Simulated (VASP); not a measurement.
Calculation: LDA (Ceperley-Alder, Perdew-Zunger), VASP's LDA PAW potentials (set 64) (plane waves; VASP).

VASP ran on this input.

POSCAR:
```
Be
1.0
  1.1165531377  -1.9339266022   0.0000000000
  1.1165531377   1.9339266022   0.0000000000
  0.0000000000   0.0000000000   3.5088501913
Be
2
direct
  0.3333330000   0.6666670000   0.2500000000
  0.6666670000   0.3333330000   0.7500000000
```

**KPOINTS**
```
Regular mesh
0
gamma
 19 19 10
```

INCAR:
```
! general
SYSTEM = Be
PREC   = Accurate
ENCUT  = 500
LREAL  = F
LASPH  = T

! electronic loop
EDIFF  = 1E-6
NELM   = 100
ALGO   = Normal

! smearing
ISMEAR = 1
SIGMA  = 0.1

! ions
IBRION = 2
NSW    = 40
ISIF   = 3
EDIFFG = -0.02

! output
LWAVE  = F
LCHARG = F
```

POTCAR, in this order: Be (LDA.64 set). Program: vasp_std.

What VASP printed:

**OSZICAR**
```
       N       E                     dE             d eps       ncg     rms          rms(c)
DAV:   1    -0.411062278639E+01   -0.41106E+01   -0.17702E+03  2928   0.533E+02
DAV:   2    -0.845895275181E+01   -0.43483E+01   -0.42369E+01  4188   0.499E+01
DAV:   3    -0.848049620008E+01   -0.21543E-01   -0.21543E-01  3594   0.395E+00
DAV:   4    -0.848050398818E+01   -0.77881E-05   -0.77878E-05  4236   0.728E-02
DAV:   5    -0.848050399112E+01   -0.29401E-08   -0.29302E-08  3516   0.701E-04    0.127E+00
DAV:   6    -0.844161955856E+01    0.38884E-01   -0.27855E-03  3252   0.502E-01    0.768E-01
DAV:   7    -0.842375994424E+01    0.17860E-01   -0.46086E-03  3258   0.628E-01    0.200E-02
DAV:   8    -0.842375149525E+01    0.84490E-05   -0.11183E-05  4260   0.385E-02    0.531E-03
DAV:   9    -0.842375045750E+01    0.10378E-05   -0.55508E-07  2976   0.830E-03    0.486E-04
DAV:  10    -0.842375044893E+01    0.85684E-08   -0.45338E-09  1920   0.763E-04
   1 F= -.84237504E+01 E0= -.84237476E+01  d E =-.842375E+01
       N       E                     dE             d eps       ncg     rms          rms(c)
DAV:   1    -0.842402427858E+01   -0.27382E-03   -0.27805E-03  3660   0.352E-01    0.191E-02
DAV:   2    -0.842402155937E+01    0.27192E-05   -0.11557E-05  3258   0.290E-02    0.116E-02
DAV:   3    -0.842401938736E+01    0.21720E-05   -0.14585E-06  3426   0.662E-03    0.151E-04
DAV:   4    -0.842401938957E+01   -0.22100E-08   -0.15362E-08  1782   0.117E-03
   2 F= -.84240194E+01 E0= -.84240305E+01  d E =-.268941E-03
```

**OUTCAR**
```
------------------------ aborting loop because EDIFF is reached ----------------------------------------
  FORCE on cell =-STRESS in cart. coord.  units (eV):
  Direction    XX          YY          ZZ          XY          YZ          ZX
  --------------------------------------------------------------------------------------
  Total       -0.0118584     -0.0118584      0.0080498      0.0000000      0.0000000      0.0000000
  in kB       -1.2541974     -1.2541972      0.8513831      0.0000000      0.0000000      0.0000000
  external PRESSURE =      -0.5523372 kB  Pullay stress =       0.0000000 kB
  volume of cell :       15.15
      direct lattice vectors                 reciprocal lattice vectors
     1.114882528 -1.931033022  0.000000000     0.448477743 -0.258928767 -0.000000000
     1.114882528  1.931033022 -0.000000000     0.448477743  0.258928767 -0.000000000
     0.000000000  0.000000000  3.518197468     0.000000000  0.000000000  0.284236462
 POSITION                                       TOTAL-FORCE (eV/Angst)
 -----------------------------------------------------------------------------------
      1.11488      0.64368      0.87955        -0.000000      0.000000      0.000000
      1.11488     -0.64368      2.63865         0.000000     -0.000000      0.000000
 -----------------------------------------------------------------------------------
    total drift:                                0.000000     -0.000002      0.000004
  FREE ENERGIE OF THE ION-ELECTRON SYSTEM (eV)
  ---------------------------------------------------
  free  energy   TOTEN  =        -8.4240193896 eV

  energy  without entropy=       -8.4240527089  energy(sigma->0) =       -8.42403050

 reached required accuracy - stopping structural energy minimisation
```
(Selected blocks of OUTCAR.)

### CONTCAR
```
Be
   1.00000000000000
     1.1148825280874324   -1.9310330221969974    0.0000000000000000
     1.1148825280874324    1.9310330221969974   -0.0000000000000000
     0.0000000000000000    0.0000000000000000    3.5181974683811088
  Be
     2
Direct
     0.3333330000000032    0.6666669999999968    0.2500000000000000
     0.6666669999999968    0.3333330000000032    0.7500000000000000
```

The compound is Be in the hcp structure. This run relaxes it. Symmetry was kept, so distortions that lower it aren't found.
